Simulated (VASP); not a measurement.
Level of theory: revPBE GGA, VASP's PBE PAW potentials (set 64) (plane waves; VASP).

A VASP calculation is set up with these files.

### INCAR
```
# general
SYSTEM =Mo
PREC   =Accurate
ENCUT  =520
LREAL  =.FALSE.   # projection in real space or not
LASPH  =.TRUE.   # aspherical one-centre terms

# electronic loop
EDIFF  =1E-6   # SCF stop (eV)
NELM   =100
ALGO   =Normal   # blocked Davidson
LMAXMIX=4   # l cut-off of mixed one-centre charges

# smearing
ISMEAR =1   # Methfessel-Paxton
SIGMA  =0.1   # width (eV)

# functional
GGA    =RE

# ions
IBRION =2
NSW    =60   # most ionic steps
ISIF   =3   # ions, shape and volume
EDIFFG =-0.01   # ionic stop

# output
LWAVE  =.FALSE.
LCHARG =.FALSE.
```

KPOINTS:
```
Automatic
0
gamma
  15 15 15
```

POSCAR:
```
Mo
1
   -1.5750000000     1.5750000000     1.5750000000
    1.5750000000    -1.5750000000     1.5750000000
    1.5750000000     1.5750000000    -1.5750000000
Mo
1
Direct
  0.0000000000   0.0000000000   0.0000000000
```

POTCAR, in this order: Mo_sv (PBE.64 set). Program: vasp_std.

Energy and stress use the plane-wave basis of the starting cell.

Predict the energy per atom (σ→0), volume per atom, band gap (on the k-mesh).

- energy per atom (σ→0): -10.480 eV/atom
- band gap (on the k-mesh): none (metal, semimetal or under 0.01 eV)
- volume per atom: 15.99 Å³/atom

OSZICAR:
```
...
   3 F= -.10480616E+02 E0= -.10480447E+02  d E =-.664371E-02
       N       E                     dE             d eps       ncg     rms          rms(c)
DAV:   1    -0.104806617064E+02   -0.44523E-04   -0.10411E-03  2748   0.460E-01    0.669E-02
DAV:   2    -0.104806214259E+02    0.40281E-04   -0.82561E-05  2733   0.114E-01    0.120E-02
DAV:   3    -0.104806188339E+02    0.25920E-05   -0.12492E-05  2861   0.437E-02    0.103E-02
DAV:   4    -0.104806203284E+02   -0.14945E-05   -0.18972E-07  1539   0.536E-03    0.512E-04
DAV:   5    -0.104806203661E+02   -0.37723E-07   -0.33497E-08  1332   0.245E-03
   4 F= -.10480620E+02 E0= -.10480451E+02  d E =-.664770E-02
```

The compound is Mo in the bcc structure. This run relaxes it. Symmetry was kept, so distortions that lower it aren't found.
